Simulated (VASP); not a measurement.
Here is the system:

```yaml
crystal:
  lattice:
    - [4.19687, 0.00000, 0.00000]
    - [0.00000, 4.19687, 0.00000]
    - [0.00000, 0.00000, 4.19687]
  atoms:
    - { symbol: Ba, position: [0.00000, 0.00000, 0.00000] }
    - { symbol: Zr, position: [0.50000, 0.50000, 0.50000] }
    - { symbol: O, position: [0.50000, 0.00000, 0.50000] }
    - { symbol: O, position: [0.00000, 0.50000, 0.50000] }
    - { symbol: O, position: [0.50000, 0.50000, 0.00000] }
```

Method: AM05 GGA, VASP's PBE PAW potentials (set 64) (plane waves; VASP). Run with 520 eV cut-off, 6×6×6 Γ-centred mesh, tetrahedra with Blöchl corrections, potentials Ba_sv Zr_sv O.

Unless said otherwise, spin-orbit coupling is left out, though it shifts the bands of the heavy elements here.

Task: Predict the energy per atom (σ→0), band gap (on the k-mesh) with the smallest direct gap where there is one.

Result: 
| Item | Value |
|---|---|
| band gap (on the k-mesh) | 3.11 eV |
| smallest direct gap (on the k-mesh) | 3.34 eV |
| energy per atom (σ→0) | -8.491 eV/atom |

The compound is BaZrO3 in the cubic perovskite structure. It was relaxed first.
